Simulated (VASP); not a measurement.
Calculation: PBE GGA, VASP's PBE PAW potentials (set 64) (plane waves; VASP 6.6.1).

The input files of a VASP run:

### INCAR
```
ALGO = Normal
EDIFF = 1E-7
ENCUT = 480
GGA = PE
ISIF = 2
ISMEAR = 0
LASPH = .TRUE.
LCHARG = .FALSE.
LMAXMIX = 4
LREAL = .FALSE.
LWAVE = .FALSE.
NELM = 100
PREC = Accurate
SIGMA = 0.05
SYSTEM = PbS
```

### POSCAR
```
PbS
1
    0.0000000000     3.0019069076     3.0019069076
    3.0019069076     0.0000000000     3.0019069076
    3.0019069076     3.0019069076     0.0000000000
Pb S
1 1
Direct
  0.0000000000   0.0000000000   0.0000000000
  0.5000000000   0.5000000000   0.5000000000
```

KPOINTS:
```
Automatic mesh
0
gamma
 8 8 8
0 0 0
```

POTCAR, in this order: Pb_d S (PBE.64 set). Program: vasp_std.

Output

**OSZICAR**
```
       N       E                     dE             d eps       ncg     rms          rms(c)
DAV:   1     0.153911078917E+03    0.15391E+03   -0.93809E+03   812   0.141E+03
DAV:   2     0.340470814141E+01   -0.15051E+03   -0.14740E+03   836   0.343E+02
DAV:   3    -0.898026239435E+01   -0.12385E+02   -0.12322E+02  1096   0.105E+02
DAV:   4    -0.927239739773E+01   -0.29214E+00   -0.29190E+00   898   0.191E+01
DAV:   5    -0.928495801685E+01   -0.12561E-01   -0.12560E-01  1154   0.376E+00    0.438E+00
DAV:   6    -0.876464430597E+01    0.52031E+00   -0.16348E+00  1216   0.969E+00    0.310E+00
DAV:   7    -0.876627689761E+01   -0.16326E-02   -0.15124E-01   876   0.220E+00    0.182E+00
DAV:   8    -0.877010344040E+01   -0.38265E-02   -0.16945E-02   896   0.164E+00    0.312E-01
DAV:   9    -0.876962873328E+01    0.47471E-03   -0.34665E-03  1236   0.586E-01    0.957E-02
DAV:  10    -0.876984995749E+01   -0.22122E-03   -0.38971E-04   842   0.130E-01    0.602E-02
DAV:  11    -0.876985492914E+01   -0.49716E-05   -0.66245E-05  1010   0.100E-01    0.130E-02
DAV:  12    -0.876985608882E+01   -0.11597E-05   -0.42293E-06  1010   0.217E-02    0.314E-03
DAV:  13    -0.876985612235E+01   -0.33535E-07   -0.18545E-07   728   0.559E-03
   1 F= -.87698561E+01 E0= -.87698561E+01  d E =-.345637E-11
```

**OUTCAR**
```
------------------------ aborting loop because EDIFF is reached ----------------------------------------
  FORCE on cell =-STRESS in cart. coord.  units (eV):
  Direction    XX          YY          ZZ          XY          YZ          ZX
  --------------------------------------------------------------------------------------
  Total        0.0261538      0.0261538      0.0261538      0.0000000     -0.0000000     -0.0000000
  in kB        0.7745027      0.7745027      0.7745027      0.0000000     -0.0000000     -0.0000000
  external PRESSURE =       0.7745027 kB  Pullay stress =       0.0000000 kB
  volume of cell :       54.10
      direct lattice vectors                 reciprocal lattice vectors
     0.000000000  3.001906908  3.001906908    -0.166560795  0.166560795  0.166560795
     3.001906908  0.000000000  3.001906908     0.166560795 -0.166560795  0.166560795
     3.001906908  3.001906908  0.000000000     0.166560795  0.166560795 -0.166560795
  FREE ENERGIE OF THE ION-ELECTRON SYSTEM (eV)
  ---------------------------------------------------
  free  energy   TOTEN  =        -8.7698561224 eV

  energy  without entropy=       -8.7698561223  energy(sigma->0) =       -8.76985612
```
(Selected blocks of OUTCAR.)

The compound is PbS in the rock salt structure. It was relaxed first.
